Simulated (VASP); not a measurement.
Level of theory: PBEsol GGA, VASP's PBE PAW potentials (set 64) (plane waves; VASP 6.6.1).

A VASP calculation is set up with these files.

**INCAR**
```
SYSTEM = Zn
LASPH = .TRUE.
SIGMA = 0.1   # width (eV)
GGA = PS
EDIFFG = -0.02   # ionic stop
ISMEAR = 1   # Methfessel-Paxton
LMAXMIX = 4   # l cut-off of mixed one-centre charges
ISIF = 3
NSW = 40
LWAVE = .FALSE.
ENCUT = 500
LREAL = .FALSE.   # projection in real space or not
EDIFF = 1E-6
NELM = 100   # most electronic steps
PSTRESS = 300   # kbar
LCHARG = .FALSE.
PREC = Accurate
ALGO = Normal   # blocked Davidson
IBRION = 2   # conjugate gradients
```

POSCAR:
```
Zn
1
    1.2508553280    -2.1665461064    -0.0000000000
    1.2508553280     2.1665461064     0.0000000000
   -0.0000000000     0.0000000000     4.2587561242
Zn
2
Direct
  0.3333330000   0.6666670000   0.2500000000
  0.6666670000   0.3333330000   0.7500000000
```

KPOINTS:
```
Automatic mesh
0
Gamma
17 17 9
0 0 0
```

POTCAR, in this order: Zn (PBE.64 set). Program: vasp_std.

Output

File OUTCAR:
```
 ion  position               nearest neighbor table
   1  0.333  0.667  0.250-   2 2.57   2 2.57   2 2.57   2 2.57   2 2.57   2 2.57
   2  0.667  0.333  0.750-   1 2.57   1 2.57   1 2.57   1 2.57   1 2.57   1 2.57
  LATTYP: Found a hexagonal cell.
 ALAT       =     2.5017116306
 C/A-ratio  =     1.7023369409
 Subroutine PRICEL returns:
 Original cell was already a primitive cell.
 Subroutine GETGRP returns: Found 24 space group operations
The static configuration has the point symmetry D_3d.
 The point group associated with its full space group is D_6h.
The dynamic configuration has the point symmetry D_3d.
 Subroutine INISYM returns: Found 24 space group operations
 Subroutine IBZKPT returns following result:
 Found    165 irreducible k-points:

 Following reciprocal coordinates:
            Coordinates               Weight
  0.000000  0.000000  0.000000      1.000000
  0.058824 -0.000000  0.000000      6.000000
  0.117647  0.000000  0.000000      6.000000
  0.176471  0.000000  0.000000      6.000000
  0.235294  0.000000  0.000000      6.000000
  0.294118  0.000000  0.000000      6.000000
  0.352941 -0.000000  0.000000      6.000000
  0.411765  0.000000  0.000000      6.000000
  0.470588  0.000000  0.000000      6.000000
  0.058824  0.058824  0.000000      6.000000
  0.117647  0.058824  0.000000     12.000000
  0.176471  0.058824  0.000000     12.000000
  0.235294  0.058824  0.000000     12.000000
  0.294118  0.058824  0.000000     12.000000
  0.352941  0.058824  0.000000     12.000000
  0.411765  0.058824  0.000000     12.000000
  0.470588  0.058824  0.000000      6.000000
  0.117647  0.117647  0.000000      6.000000
  0.176471  0.117647  0.000000     12.000000
  0.235294  0.117647  0.000000     12.000000
  0.294118  0.117647  0.000000     12.000000
  0.352941  0.117647  0.000000     12.000000
  0.411765  0.117647  0.000000     12.000000
  0.176471  0.176471  0.000000      6.000000
  0.235294  0.176471  0.000000     12.000000
  0.294118  0.176471  0.000000     12.000000
  0.352941  0.176471  0.000000     12.000000
  0.411765  0.176471  0.000000      6.000000
  0.235294  0.235294  0.000000      6.000000
  0.294118  0.235294  0.000000     12.000000
  0.352941  0.235294  0.000000     12.000000
  0.294118  0.294118  0.000000      6.000000
  0.352941  0.294118  0.000000      6.000000
  0.000000  0.000000  0.111111      2.000000
  0.058824 -0.000000  0.111111     12.000000
  0.117647  0.000000  0.111111     12.000000
  0.176471  0.000000  0.111111     12.000000
  0.235294  0.000000  0.111111     12.000000
  0.294118  0.000000  0.111111     12.000000
  0.352941 -0.000000  0.111111     12.000000
   k-points           NKPTS =    165   k-points in BZ     NKDIM =    165   number of bands    NBANDS=     16
   number of dos      NEDOS =    301   number of ions     NIONS =      2
   total plane-waves  NPLWV =  10368
   dimension x,y,z NGX =    18 NGY =   18 NGZ =   32
   dimension x,y,z NGXF=    36 NGYF=   36 NGZF=   64
   ions per type =               2
   PREC   = accura    normal or accurate (medium, high low for compatibility)
   ISTART =      0    job   : 0-new  1-cont  2-samecut
   ICHARG =      2    charge: 1-file 2-atom 10-const
   ISPIN  =      1    spin polarized calculation?
   LNONCOLLINEAR =      F non collinear calculations
   LSORBIT =      F    spin-orbit coupling
   INIWAV =      1    electr: 0-lowe 1-rand  2-diag
   ENCUT  =  500.0 eV  36.75 Ry    6.06 a.u.   4.56  4.56  7.76*2*pi/ulx,y,z
   NELM   =    100;   NELMIN=  2; NELMDL= -5     # of ELM steps
   EDIFF  = 0.1E-05   stopping-criterion for ELM
   LREAL  =      F    real-space projection
...
```

OSZICAR:
```
       N       E                     dE             d eps       ncg     rms          rms(c)
DAV:   1     0.881653911408E+02    0.88165E+02   -0.12554E+04  5552   0.249E+03
DAV:   2    -0.105265230103E+01   -0.89218E+02   -0.87881E+02  5376   0.297E+02
DAV:   3    -0.326588511212E+01   -0.22132E+01   -0.22097E+01  6432   0.583E+01
DAV:   4    -0.327073077288E+01   -0.48457E-02   -0.48455E-02  6224   0.264E+00
DAV:   5    -0.327073628571E+01   -0.55128E-05   -0.55127E-05  6592   0.750E-02    0.788E+00
DAV:   6    -0.282553971367E+01    0.44520E+00   -0.18331E+00  5504   0.339E+01    0.502E+00
DAV:   7    -0.279638179683E+01    0.29158E-01   -0.65291E-02  6616   0.498E+00    0.246E+00
DAV:   8    -0.278428297595E+01    0.12099E-01   -0.21918E-03  7840   0.102E+00    0.593E-02
DAV:   9    -0.278424080498E+01    0.42171E-04   -0.26121E-04  7448   0.233E-01    0.205E-02
DAV:  10    -0.278424139542E+01   -0.59045E-06   -0.15175E-05  6536   0.471E-02    0.384E-03
DAV:  11    -0.278424133875E+01    0.56673E-07   -0.86975E-07  4344   0.101E-02
   1 F= 0.15378950E+01 E0= 0.15379903E+01  d E =0.153789E+01
       N       E                     dE             d eps       ncg     rms          rms(c)
DAV:   1    -0.278260204549E+01    0.16393E-02   -0.60857E-02  6632   0.279E+00    0.367E-01
DAV:   2    -0.278040717181E+01    0.21949E-02   -0.37524E-03  6768   0.143E+00    0.203E-01
DAV:   3    -0.277951889313E+01    0.88828E-03   -0.67741E-04  7696   0.498E-01    0.680E-02
DAV:   4    -0.277944156636E+01    0.77327E-04   -0.16336E-04  7880   0.216E-01    0.163E-02
DAV:   5    -0.277944220716E+01   -0.64080E-06   -0.18178E-05  6056   0.644E-02    0.427E-03
DAV:   6    -0.277944196805E+01    0.23911E-06   -0.18684E-06  3328   0.305E-02
   2 F= 0.15375785E+01 E0= 0.15376876E+01  d E =-.316484E-03
```

OUTCAR:
```
------------------------ aborting loop because EDIFF is reached ----------------------------------------
  FORCE on cell =-STRESS in cart. coord.  units (eV):
  Direction    XX          YY          ZZ          XY          YZ          ZX
  --------------------------------------------------------------------------------------
  Total        4.3281954      4.3282008      4.2958848      0.0000000     -0.0000000      0.0000000
  in kB      300.7765738    300.7769520    298.5312366      0.0000000     -0.0000000      0.0000000
  external PRESSURE =       0.0282541 kB  Pullay stress =     300.0000000 kB
  volume of cell :       23.06
      direct lattice vectors                 reciprocal lattice vectors
     1.252200460 -2.168876181  0.000000000     0.399297090 -0.230534138  0.000000000
     1.252200460  2.168876181 -0.000000000     0.399297090  0.230534138 -0.000000000
     0.000000000  0.000000000  4.244580928     0.000000000  0.000000000  0.235594519
 POSITION                                       TOTAL-FORCE (eV/Angst)
 -----------------------------------------------------------------------------------
      1.25220      0.72296      1.06115         0.000000      0.000000     -0.000000
      1.25220     -0.72296      3.18344        -0.000000     -0.000000      0.000000
 -----------------------------------------------------------------------------------
    total drift:                                0.000000      0.000043      0.000005
  FREE ENERGIE OF THE ION-ELECTRON SYSTEM (eV)
  ---------------------------------------------------
  free  energy   TOTEN  =        -2.7794419681 eV

  energy  without entropy=       -2.7791147032  energy(sigma->0) =       -2.77933288
  enthalpy is  TOTEN    =         1.5375784689 eV   P V=        4.3170204370

 reached required accuracy - stopping structural energy minimisation
```
(Selected blocks of OUTCAR.)

### CONTCAR
```
Zn
   1.00000000000000
     1.2522004598811485   -2.1688761814475104    0.0000000000000000
     1.2522004598811485    2.1688761814475104   -0.0000000000000000
     0.0000000000000000    0.0000000000000000    4.2445809278978262
  Zn
     2
Direct
     0.3333330000000032    0.6666669999999968    0.2500000000000000
     0.6666669999999968    0.3333330000000032    0.7500000000000000
```

The compound is Zn in the hcp structure. This run relaxes it under an external pressure of 30 GPa. Symmetry was kept, so distortions that lower it aren't found.
